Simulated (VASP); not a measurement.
Se: relaxation of cell and atoms with LDA

Se:

```
Se
1.0
     1.92500    1.11140    0.88167
    -1.92500    1.11140    0.88167
     0.00000   -2.22280    0.88167
Se
1
Direct
  0.00000 0.00000 0.00000
```

This isn't the form of Se at room conditions, which is trigonal, of chains.

| Item | Value |
| --- | --- |
| Program | VASP 6.6.1 |
| Task | relaxation of cell and atoms |
| Functional | LDA |
| Potentials or basis | VASP PAW LDA potentials, release 64 (Se) |
| Cutoff | 350 eV |
| k mesh | 12 × 12 × 12 |
| Occupations | gaussian, width 0.1 eV |
| Spin | no spin polarisation |
| Target pressure | 125 GPa |
| Further INCAR settings | ALGO = Normal; EDIFF = 1e-07; IBRION = 2; EDIFFG = -0.002; NSW = 80; ISIF = 3 |
| Target pressure | 125 GPa |

```yaml
Relaxed_volume: 11.78 Å³/atom
Relaxed_cell: a = 2.482 Å, b = 2.482 Å, c = 2.482 Å, α = 109.47°, β = 109.47°, γ = 109.47°
Space_group_after_relaxing_to_0.05_Å: Im-3m (No. 229)
Energy_change_on_relaxing_the_enthalpy_is_what_falls: -444.1 meV/atom
Ionic_steps: 18
Pressure_after_relaxing: 125.0 GPa
Band_gap_on_the_k_mesh: none (metal or under the smearing width)
```

The path:
```tsv
step	energy change (eV)	largest force (eV/Å)	pressure (GPa)	volume (Å³)
1	0.0000	0.0000	148.82	11.32
2	-1.7004	0.0000	49.53	14.30
3	-0.4620	0.0000	122.69	11.86
4	-0.4251	0.0000	124.78	11.82
5	-0.4172	0.0000	125.23	11.81
6	-0.4168	0.0000	125.19	11.80
7	-0.4157	0.0000	125.07	11.80
8	-0.4162	0.0000	125.66	11.78
9	-0.3893	0.0000	127.97	11.71
10	-0.4054	0.0000	127.30	11.73
11	-0.5172	0.0000	120.55	11.87
12	-0.4336	0.0000	125.62	11.76
13	-0.4467	0.0000	124.85	11.78
14	-0.4433	0.0000	125.05	11.77
15	-0.4435	0.0000	125.04	11.77
16	-0.4449	0.0000	124.95	11.78
17	-0.4443	0.0000	124.98	11.78
18	-0.4441	0.0000	125.00	11.78
```

Final structure:
```cif
data_structure
_symmetry_space_group_name_H-M 'P 1'
_symmetry_Int_Tables_number 1
_cell_length_a 2.4824
_cell_length_b 2.4824
_cell_length_c 2.4824
_cell_angle_alpha 109.471
_cell_angle_beta 109.471
_cell_angle_gamma 109.471
_cell_volume 11.78
loop_
_atom_site_label
_atom_site_type_symbol
_atom_site_fract_x
_atom_site_fract_y
_atom_site_fract_z
_atom_site_occupancy
Se1 Se 0.00000 0.00000 0.00000 1
```

Levels at points of the mesh, in eV from the Fermi level:
| k point | band 1 | band 2 | band 3 | band 4 | band 5 | band 6 | band 7 |
| --- | --- | --- | --- | --- | --- | --- | --- |
| (0.00, 0.00, 0.00) | -22.90 | 6.91 | 6.91 | 6.91 | 13.96 | 13.96 | 13.96 |
| (0.50, 0.00, 0.00) | -15.14 | -12.37 | 0.47 | 3.85 | 7.54 | 7.96 | 21.50 |
| (0.50, 0.50, 0.00) | -15.14 | -12.37 | 0.47 | 3.85 | 7.54 | 7.96 | 21.50 |
| (0.50, 0.50, 0.50) | -8.24 | -5.96 | -5.96 | -5.96 | 0.85 | 0.85 | 29.45 |

Wall time 16 s on 1 thread of Intel(R) Xeon(R) 6975P-C (Granite Rapids), with other jobs on the host, peak memory 0.11 GiB.

Caveat: the cell is relaxed towards a set pressure, so the enthalpy falls and the energy may rise.
